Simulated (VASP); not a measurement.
# LiSb2 (I4/mmm) in VASP: reference runs

How does LiSb2 come out in PBE? The cell is run as given and disturbed, then over a range of volumes.

Everything below comes from runs of VASP 6.6.1. Logs are shortened: lines on timing, memory, paths and dates and some standing lists are left out, and cuts for length are marked.

### 1 Starting point

The structure is tetragonal, space group I4/mmm (No. 139). The conventional cell has a = 4.096 Å, b = 4.096 Å, c = 9.696 Å, α = 90.00°, β = 90.00°, γ = 90.00°. Li (site symmetry 4/mmm) has 2 Sb at 2.93 Å as nearest neighbours. Around Sb (site symmetry 4mm) lie 1 Li at 2.93 Å and 4 Sb at 3.07 Å.

The cell was built by a generator and needn't be a form met in nature.

### 2 Single point, PBE

INCAR reads:

```
PREC = Accurate
ENCUT = 520
EDIFF = 1E-7
ISMEAR = -1
SIGMA = 0.05
LREAL = F
LASPH = T
NELM = 60
ALGO = Normal
ISIF = 2
LWAVE = F
LCHARG = F
GGA = PE
NBANDS = 14
```

KPOINTS reads:

```
Automatic mesh
0
Gamma
  9 9 9
```

POSCAR reads:

```
LiSb2
1.0
   -2.0477800000      2.0477800000      4.8482100000
    2.0477800000     -2.0477800000      4.8482100000
    2.0477800000      2.0477800000     -4.8482100000
Li Sb
1 2
Direct
    0.5000000000      0.5000000000      0.0000000000
    0.1973700000      0.1973700000      0.0000000000
    0.8026300000      0.8026300000      0.0000000000
```

Potentials or basis: VASP PAW PBE potentials, release 64 (Li_sv, Sb).

Run with:

```console
cat potpaw_PBE.64/Li_sv/POTCAR potpaw_PBE.64/Sb/POTCAR > POTCAR
mpirun -np 1 vasp_std > vasp.out
```

OUTCAR:

```text
PREC = Accurate
   ENCUT = 520
   EDIFF = 1E-7
   ISMEAR = -1
   LREAL = F
   LASPH = T
   NELM = 60
   ISIF = 2
   GGA = PE

 ion  position               nearest neighbor table
   1  0.500  0.500  0.000-   2 2.93   3 2.93
   2  0.197  0.197  0.000-   1 2.93   3 3.07   3 3.07   3 3.07   3 3.07
   3  0.803  0.803  0.000-   1 2.93   2 3.07   2 3.07   2 3.07   2 3.07

  LATTYP: Found a body centered tetragonal cell.
 ALAT       =     4.0955600000
 C/A-ratio  =     2.3675443651

  Lattice vectors:

 A1 = (  -2.0477800000,   2.0477800000,   4.8482100000)
 A2 = (   2.0477800000,  -2.0477800000,   4.8482100000)
 A3 = (   2.0477800000,   2.0477800000,  -4.8482100000)

Analysis of symmetry for initial positions (statically):
=====================================================================
 Subroutine PRICEL returns:
 Original cell was already a primitive cell.

 Routine SETGRP: Setting up the symmetry group for a
 body centered tetragonal supercell.

 Subroutine GETGRP returns: Found 16 space group operations
 (whereof 16 operations were pure point group operations)
 out of a pool of 16 trial point group operations.

The static configuration has the point symmetry D_4h.

Analysis of symmetry for dynamics (positions and initial velocities):
=====================================================================
 Subroutine PRICEL returns:
 Original cell was already a primitive cell.

 Routine SETGRP: Setting up the symmetry group for a
 body centered tetragonal supercell.

 Subroutine GETGRP returns: Found 16 space group operations
 (whereof 16 operations were pure point group operations)
 out of a pool of 16 trial point group operations.

The dynamic configuration has the point symmetry D_4h.

 Subroutine INISYM returns: Found 16 space group operations
 (whereof 16 operations are pure point group operations),
 and found     1 'primitive' translations

----------------------------------------------------------------------------------------

                                     Primitive cell

  volume of cell :      81.3220

  direct lattice vectors                    reciprocal lattice vectors
    -2.047780000  2.047780000  4.848210000     0.000000000  0.244166854  0.103130846
     2.047780000 -2.047780000  4.848210000     0.244166854  0.000000000  0.103130846
     2.047780000  2.047780000 -4.848210000     0.244166854  0.244166854  0.000000000

  length of vectors
     5.647295464  5.647295464  5.647295464     0.265053625  0.265053625  0.345304076

  position of ions in fractional coordinates (direct lattice)
     0.500000000  0.500000000  0.000000000
     0.197370000  0.197370000  0.000000000
     0.802630000  0.802630000  0.000000000

  ion indices of the primitive-cell ions
   primitive index   ion index
                 1           1
                 2           2
                 3           3

----------------------------------------------------------------------------------------

 KPOINTS: Automatic mesh

Automatic generation of k-mesh.
 Grid dimensions read from file:
 generate k-points for:    9    9    9

 Generating k-lattice:

  Cartesian coordinates                     Fractional coordinates (reciprocal lattice)
     0.000000000  0.027129650  0.011458983     0.111111111  0.000000000  0.000000000
     0.027129650  0.000000000  0.011458983     0.000000000  0.111111111  0.000000000
     0.027129650  0.027129650  0.000000000     0.000000000  0.000000000  0.111111111

  Length of vectors
     0.029450403  0.029450403  0.038367120

  Shift w.r.t. Gamma in fractional coordinates (k-lattice)
     0.000000000  0.000000000  0.000000000

 Subroutine IBZKPT returns following result:
 ===========================================

 Found     75 irreducible k-points:

 Following reciprocal coordinates:
            Coordinates               Weight
  0.000000  0.000000  0.000000      1.000000
  0.111111  0.000000 -0.000000      8.000000
  0.222222  0.000000 -0.000000      8.000000
  0.333333  0.000000  0.000000      8.000000
  0.444444  0.000000 -0.000000      8.000000
  0.111111  0.111111 -0.000000      8.000000
[... 16 lines left out ...]
 -0.333333  0.333333  0.000000      4.000000
  0.444444  0.444444 -0.000000      8.000000
 [... further k-points ...]
   k-points           NKPTS =     75   k-points in BZ     NKDIM =     75   number of bands    NBANDS=     14
   number of dos      NEDOS =    301   number of ions     NIONS =      3
   total plane-waves  NPLWV =  74088
   dimension x,y,z NGX =    42 NGY =   42 NGZ =   42
   dimension x,y,z NGXF=    84 NGYF=   84 NGZF=   84
   ions per type =               1   2
   NGX,Y,Z   is equivalent  to a cutoff of  12.36, 12.36, 12.36 a.u.
   NGXF,Y,Z  is equivalent  to a cutoff of  24.73, 24.73, 24.73 a.u.
 SYSTEM =  unknown system
   PREC   = accura    normal or accurate (medium, high low for compatibility)
   ISTART =      0    job   : 0-new  1-cont  2-samecut
   ICHARG =      2    charge: 1-file 2-atom 10-const
   ISPIN  =      1    spin polarized calculation?
   LNONCOLLINEAR =      F non collinear calculations
   LSORBIT =      F    spin-orbit coupling
   LASPH  =      T    aspherical Exc in radial PAW
   ENCUT  =  520.0 eV  38.22 Ry    6.18 a.u.  10.50 10.50 10.50*2*pi/ulx,y,z
   NELM   =     60;   NELMIN=  2; NELMDL= -5     # of ELM steps
   EDIFF  = 0.1E-06   stopping-criterion for ELM
   LREAL  =      F    real-space projection
   EDIFFG = 0.1E-05   stopping-criterion for IOM
   NSW    =      0    number of steps for IOM
   IBRION =     -1    ionic relax: 0-MD 1-quasi-New 2-CG
   NFREE  =      0    steps in history (QN), initial steepest desc. (CG)
   ISIF   =      2    stress and relaxation
   ISYM   =      2    0-nonsym 1-usesym 2-fastsym
   POTIM  = 0.5000    time-step for ionic-motion
   TEBEG  =    0.0;   TEEND  =   0.0 temperature during run
   PSTRESS=    0.0 pullay stress
   NELECT =      13.0000    total number of electrons
   NUPDOWN=      -1.0000    fix difference up-down
   EMIN   =  10.00;   EMAX   =-10.00  energy-range for DOS
   EFERMI =   0.00;   METHOD = LEGACY
   ISMEAR =    -1;   SIGMA  =   0.05  broadening in eV -4-tet -1-fermi 0-gaus
   EFERMI_NEDOS =   21; number of points for ismear=-14 and -15
   IALGO  =     38    algorithm
   IMIX   =      4    mixing-type and parameters
     AMIX     =   0.40;   BMIX     =  1.00
     AMIX_MAG =   1.60;   BMIX_MAG =  1.00
  volume/ion in A,a.u.               =      27.11       182.93
  Fermi-wavevector in a.u.,A,eV,Ry     =   0.888492  1.679005 10.740672  0.789417
  Thomas-Fermi vector in A             =   2.009928
   LORBIT       =      0    0 simple, 1 ext, 2 COOP (PROOUT), +10 PAW based schemes
   GGA     = PE    functional components
   LHFCALC =     F    Hartree Fock is set to
   AEXX    =    0.0000 exact exchange contribution
   IVDW    =     0    specifies the selected vdW correction
   LEPSILON=     F    determine dielectric tensor
   LRPA    =     F    only Hartree local field effects (RPA)
 non-spin polarized calculation
  energy-cutoff  :      520.00
  volume of cell :       81.32
 maximum number of plane-waves:      2209
 NGX is ok and might be reduce to    42
   NGX = 21   NGY = 21   NGZ = 21

 number of electron      12.9999999 magnetization

 Free energy of the ion-electron system (eV)
  ---------------------------------------------------
  ext. energy  EPLUGINS =         0.00000000
  ---------------------------------------------------
  free energy    TOTEN  =       -10.58662754 eV

  energy without entropy =      -10.57779447  energy(sigma->0) =      -10.58221100

 E-fermi :   5.4809     XC(G=0):  -8.8377

 val. band max:        5.4572913394   @ k =  -0.3333   0.3333   0.3333
 cond. band min:       5.5124817153   @ k =  -0.2222   0.2222   0.1111
 fundamental gap:      0.0551903759
 Fermi energy:         5.4809225031

 k-point     1 :       0.0000    0.0000    0.0000
  band No.  band energies     occupation
      1     -41.8234      2.00000
      2      -6.3268      2.00000
      3      -0.5089      2.00000
      4       3.4055      2.00000
      5       3.4055      2.00000
      6       3.4749      2.00000
      7       3.8264      2.00000
      8       8.1219      0.00000
      9       8.1219      0.00000
     10       8.7721      0.00000
     11       8.9993      0.00000
     12      11.4364      0.00000
     13      11.8865      0.00000
     14      11.8865      0.00000

 k-point     2 :       0.1111    0.0000   -0.0000
  band No.  band energies     occupation
      1     -41.8234      2.00000
      2      -6.2146      2.00000
      3      -0.7856      2.00000
      4       2.5591      2.00000
      5       3.5159      2.00000
      6       3.8765      2.00000
      7       4.4657      2.00000
      8       7.2730      0.00000
      9       8.1136      0.00000
     10       9.3818      0.00000
     11       9.4702      0.00000
     12      11.1307      0.00000
     13      11.1851      0.00000
     14      12.3793      0.00000

 k-point     3 :       0.2222    0.0000   -0.0000
  band No.  band energies     occupation
      1     -41.8233      2.00000
      2      -5.8800      2.00000
      3      -1.5563      2.00000
      4       2.0611      2.00000
      5       3.8459      2.00000
      6       3.9397      2.00000
      7       5.2971      1.95065
      8       6.6095      0.00000
      9       7.8575      0.00000
     10       9.8952      0.00000
     11      10.1333      0.00000
     12      10.4738      0.00000
     13      10.7599      0.00000
     14      13.7784      0.00000

 k-point     4 :       0.3333    0.0000    0.0000
  band No.  band energies     occupation
      1     -41.8233      2.00000
      2      -5.3303      2.00000
      3      -2.5845      2.00000
      4       1.9634      2.00000
      5       3.5837      2.00000
      6       4.3897      2.00000
      7       5.9439      0.00019
      8       6.8592      0.00000
      9       7.0623      0.00000
     10       9.1539      0.00000
     11      10.3542      0.00000
     12      10.6107      0.00000
     13      12.0704      0.00000
     14      12.6286      0.00000

 k-point     5 :       0.4444    0.0000   -0.0000
  band No.  band energies     occupation
      1     -41.8232      2.00000
      2      -4.5883      2.00000
      3      -3.6170      2.00000
      4       2.0901      2.00000
      5       3.1112      2.00000
      6       5.1292      1.99824
      7       6.0729      0.00001
      8       6.5165      0.00000
      9       7.2578      0.00000
     10       8.8231      0.00000
     11      10.2259      0.00000
[... 276 lines left out ...]
 k-point    22 :      -0.4444    0.3333    0.0000
  band No.  band energies     occupation
      1     -41.8231      2.00000
      2      -3.9263      2.00000
      3      -2.9902      2.00000
      4       1.2906      2.00000
      5       1.4835      2.00000
      6       3.4331      2.00000
      7       4.4955      2.00000
      8       5.9310      0.00025
      9       8.3710      0.00000
     10       8.9912      0.00000
     11      11.2728      0.00000
     12      12.5762      0.00000
     13      13.0033      0.00000
     14      13.7167      0.00000

 k-point    23 :      -0.3333    0.3333    0.0000
  band No.  band energies     occupation
      1     -41.8232      2.00000
      2      -4.5280      2.00000
      3      -2.5262      2.00000
      4       1.2489      2.00000
      5       2.3452      2.00000
      6       3.8811      2.00000
      7       3.9423      2.00000
      8       5.7801      0.00502
      9       8.0068      0.00000
     10       9.2770      0.00000
     11      11.9267      0.00000
     12      12.7206      0.00000
     13      12.8391      0.00000
     14      14.0002      0.00000

 k-point    24 :       0.4444    0.4444   -0.0000
  band No.  band energies     occupation
      1     -41.8231      2.00000
      2      -3.2803      2.00000
      3      -3.1571      2.00000
      4       0.4766      2.00000
      5       1.0915      2.00000
      6       3.2520      2.00000
      7       5.2061      1.99183
      8       5.7911      0.00404
      9       7.8692      0.00000
     10       9.5387      0.00000
     11      10.0198      0.00000
     12      12.7954      0.00000
     13      13.1010      0.00000
     14      15.5094      0.00000

 [... further k-points ...]

------------------------ aborting loop because EDIFF is reached ----------------------------------------

  FORCE on cell =-STRESS in cart. coord.  units (eV):
  Direction    XX          YY          ZZ          XY          YZ          ZX
  --------------------------------------------------------------------------------------
  -------------------------------------------------------------------------------------
  Total       -0.0107276     -0.0107276     -0.0517592      0.0000000      0.0000000      0.0000000
  in kB       -0.2113514     -0.2113514     -1.0197425      0.0000000      0.0000000      0.0000000
  external PRESSURE =      -0.4808151 kB  Pullay stress =       0.0000000 kB

 VOLUME and BASIS-vectors are now :
 -----------------------------------------------------------------------------
  energy-cutoff  :      520.00
  volume of cell :       81.32
      direct lattice vectors                 reciprocal lattice vectors
    -2.047780000  2.047780000  4.848210000     0.000000000  0.244166854  0.103130846
     2.047780000 -2.047780000  4.848210000     0.244166854  0.000000000  0.103130846
     2.047780000  2.047780000 -4.848210000     0.244166854  0.244166854  0.000000000

 POSITION                                       TOTAL-FORCE (eV/Angst)
 -----------------------------------------------------------------------------------
      0.00000      0.00000      4.84821        -0.000000     -0.000000      0.000000
      0.00000      0.00000      1.91378         0.000000      0.000000      0.064981
      0.00000      0.00000      7.78264        -0.000000     -0.000000     -0.064981
 -----------------------------------------------------------------------------------
    total drift:                               -0.000000     -0.000000      0.000000

  FREE ENERGIE OF THE ION-ELECTRON SYSTEM (eV)
  ---------------------------------------------------
  free  energy   TOTEN  =       -10.5866275367 eV

  energy  without entropy=      -10.5777944658  energy(sigma->0) =      -10.58221100
```

It took 60 s on 1 thread of Intel Xeon 6975P-C (Granite Rapids), shared host; peak memory 0.28 GiB.

Results:

```yaml
Free_energy: -10.5866 eV
Largest_force: 0.065 eV/Å
Band_gap_on_the_k_mesh: none (metal or under the smearing width)
```

Forces in eV/Å, atoms in the order of the input:
```
Li   0.000  0.000  0.000
Sb   0.000  0.000  0.065
Sb   0.000  0.000 -0.065
```

Levels at points of the mesh, in eV from the Fermi level:
```csv
k point,band 4,band 5,band 6,band 7,band 8,band 9,band 10,band 11
"(0.00, 0.00, 0.00)",-2.08,-2.08,-2.01,-1.65,2.64,2.64,3.29,3.52
```

Caveat: the cutoff is under 1.25 times the usual one of these potentials, so pressure, stress and relaxed cells hold a basis-set (Pulay) error.

### 3 Single point, PBE (atoms moved at random, drawn with an rms of 0.05 Å)

INCAR reads:

```
SYSTEM = LiSb2
  ALGO = Normal
  EDIFF = 1E-7
  ENCUT = 520
  GGA = PE
  ISIF = 2
  ISMEAR = -1
  LASPH = .TRUE.
  LCHARG = .FALSE.
  LREAL = .FALSE.
  LWAVE = .FALSE.
  NBANDS = 14
  NELM = 60
  PREC = Accurate
  SIGMA = 0.05
```

KPOINTS reads:

```
k-points
0
G
  9 9 9
  0 0 0
```

POSCAR reads:

```
LiSb2
1.0
   -2.0477800000      2.0477800000      4.8482100000
    2.0477800000     -2.0477800000      4.8482100000
    2.0477800000      2.0477800000     -4.8482100000
Li Sb
1 2
Direct
    0.4971540000      0.4897900000     -0.0136920000
    0.1989520000      0.2130040000      0.0292830000
    0.7961560000      0.8084610000      0.0069280000
```

Potentials or basis: VASP PAW PBE potentials, release 64 (Li_sv, Sb).

Run with:

```console
cat potpaw_PBE.64/Li_sv/POTCAR potpaw_PBE.64/Sb/POTCAR > POTCAR
mpirun -np 1 vasp_std > vasp.out
```

OUTCAR:

```text
SYSTEM = LiSb2
   EDIFF = 1E-7
   ENCUT = 520
   GGA = PE
   ISIF = 2
   ISMEAR = -1
   LASPH = .TRUE.
   LREAL = .FALSE.
   NELM = 60
   PREC = Accurate

 ion  position               nearest neighbor table
   1  0.497  0.490  0.986-   3 2.90   2 3.00
   2  0.199  0.213  0.029-   1 3.00   3 3.02   3 3.07   3 3.08   3 3.14
   3  0.796  0.808  0.007-   1 2.90   2 3.02   2 3.07   2 3.08   2 3.14

  LATTYP: Found a body centered tetragonal cell.
 ALAT       =     4.0955600000
[... 603 lines left out ...]

  FORCE on cell =-STRESS in cart. coord.  units (eV):
  Direction    XX          YY          ZZ          XY          YZ          ZX
  --------------------------------------------------------------------------------------
  -------------------------------------------------------------------------------------
  Total       -0.0299393     -0.0412994     -0.1014752      0.0805835      0.0905144      0.1081091
  in kB       -0.5898540     -0.8136673     -1.9992296      1.5876285      1.7832829      2.1299268
  external PRESSURE =      -1.1342503 kB  Pullay stress =       0.0000000 kB

 VOLUME and BASIS-vectors are now :
 -----------------------------------------------------------------------------
  energy-cutoff  :      520.00
  volume of cell :       81.32
      direct lattice vectors                 reciprocal lattice vectors
    -2.047780000  2.047780000  4.848210000     0.000000000  0.244166854  0.103130846
     2.047780000 -2.047780000  4.848210000     0.244166854  0.000000000  0.103130846
     2.047780000  2.047780000 -4.848210000     0.244166854  0.244166854  0.000000000

 POSITION                                       TOTAL-FORCE (eV/Angst)
 -----------------------------------------------------------------------------------
      2.00466      2.03482      0.00308         0.006045      0.002209     -0.103520
      0.08874      0.03119      1.85528        -0.057495     -0.045771      0.158514
      0.03938     -0.01101      7.74593         0.051450      0.043563     -0.054995
 -----------------------------------------------------------------------------------
    total drift:                                0.000148     -0.000227     -0.000136

  FREE ENERGIE OF THE ION-ELECTRON SYSTEM (eV)
  ---------------------------------------------------
  free  energy   TOTEN  =       -10.5795359812 eV

  energy  without entropy=      -10.5696787892  energy(sigma->0) =      -10.57460739
```

OSZICAR:

```text
N       E                     dE             d eps       ncg     rms          rms(c)
DAV:   1     0.481911026927E+02    0.48191E+02   -0.46375E+03 10220   0.754E+02
DAV:   2    -0.497197281407E+01   -0.53163E+02   -0.50363E+02 13402   0.149E+02
DAV:   3    -0.104607273612E+02   -0.54888E+01   -0.54202E+01 19280   0.373E+01
DAV:   4    -0.105886464126E+02   -0.12792E+00   -0.12783E+00 13238   0.670E+00
DAV:   5    -0.105913549297E+02   -0.27085E-02   -0.27082E-02 15602   0.772E-01    0.293E+00
DAV:   6    -0.105812763618E+02    0.10079E-01   -0.63014E-03 12256   0.498E-01    0.175E+00
DAV:   7    -0.105789194147E+02    0.23569E-02   -0.15150E-02 11780   0.753E-01    0.106E-01
DAV:   8    -0.105795164147E+02   -0.59700E-03   -0.28276E-03 13666   0.319E-01    0.435E-02
DAV:   9    -0.105795316601E+02   -0.15245E-04   -0.10782E-04 12724   0.681E-02    0.247E-02
DAV:  10    -0.105795347187E+02   -0.30586E-05   -0.28744E-05 11906   0.311E-02    0.464E-03
DAV:  11    -0.105795360298E+02   -0.13110E-05   -0.24820E-06 13828   0.100E-02    0.139E-03
DAV:  12    -0.105795359812E+02    0.48588E-07   -0.15810E-07 11856   0.236E-03
   1 F= -.10579536E+02 E0= -.10574607E+02  d E =-.985719E-02
```

stdout:

```text
POSCAR found type information on POSCAR LiSb
 POSCAR found :  2 types and       3 ions
 scaLAPACK will be used
 LDA part: xc-table for (Slater+PW92), standard interpolation
 POSCAR, INCAR and KPOINTS ok, starting setup
 FFT: planning ... GRIDC
 FFT: planning ... GRID_SOFT
 FFT: planning ... GRID
 WAVECAR not read
 entering main loop
```

It took 4.1 min on 1 thread of Intel Xeon 6975P-C (Granite Rapids), shared host; peak memory 0.53 GiB.

What came out:

```
Free energy            : -10.5795 eV
Largest force          : 0.175 eV/Å
Band gap on the k mesh : none (metal or under the smearing width)
```

Forces in eV/Å, atoms in the order of the input:
```
Li   0.006  0.002 -0.104
Sb  -0.057 -0.046  0.159
Sb   0.051  0.044 -0.055
```

Levels at points of the mesh, in eV from the Fermi level:
```tsv
k point	band 3	band 4	band 5	band 6	band 7	band 8	band 9	band 10	band 11	band 12
(0.00, 0.00, 0.00)	-6.03	-2.09	-2.05	-1.93	-1.71	2.56	2.58	3.30	3.54	5.87
```

Caveat: the cutoff is under 1.25 times the usual one of these potentials, so pressure, stress and relaxed cells hold a basis-set (Pulay) error. The run has no spin-orbit coupling, so splittings on Sb are missing.

(Part 1 of 2 ends here.)
